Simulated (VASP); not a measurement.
Data:

```
CELL_PARAMETERS angstrom
      4.17582    -2.24392     0.01828
      4.17582     2.24392     0.01828
      2.95387     0.00000     3.70778
ATOMIC_POSITIONS crystal
  Sb 0.23165 0.23165 0.23165
  Sb 0.76835 0.76835 0.76835
```

Method: revPBE GGA, VASP's PBE PAW potentials (set 64) (plane waves; VASP 6.6.1). Run with 520 eV cut-off, 7×7×7 Γ-centred mesh, Gaussian smearing of 0.050 eV, potentials Sb.

Question: The ions and cell shape at fixed volume are relaxed. Predict the relaxed structure.

Answer: 
```
CELL_PARAMETERS angstrom
      4.27118    -2.21453     0.06774
      4.27118     2.21453     0.06774
      3.06524     0.00000     3.70891
ATOMIC_POSITIONS crystal
  Sb 0.22856 0.22856 0.22856
  Sb 0.77144 0.77144 0.77144
```
Space group R-3m (166), at a tolerance of 0.03 Å.

Question: How much energy does the relaxation gain?

Answer: The energy (σ→0) changes by -6.5 meV/atom, in 6 ionic steps.

The compound is Sb in the a7 structure. This cell is one point of a volume scan, at 1.06 of the reference volume. Symmetry was kept, so distortions that lower it aren't found.
